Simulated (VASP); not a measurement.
All values below come from PBEsol GGA, VASP's PBE PAW potentials (set 64) (plane waves; VASP 6.6.1).

Gaps are without spin-orbit coupling.

```
Quantity                                               Result
---------------------------------------------  --------------
volume per atom                                19.39 Å^3/atom
band gap (over mesh and band path)                    0.99 eV
smallest direct gap (over mesh and band path)         0.99 eV
```

Q: Which relaxed crystal gives these values?
(A) Ag2S, P2_1/m (11)
(B) CdCl2, R-3m (166)
(C) Al2O3, R-3c (167)
(D) TlBiS2, R-3m (166)

A: A, Ag2S, P2_1/m (11)
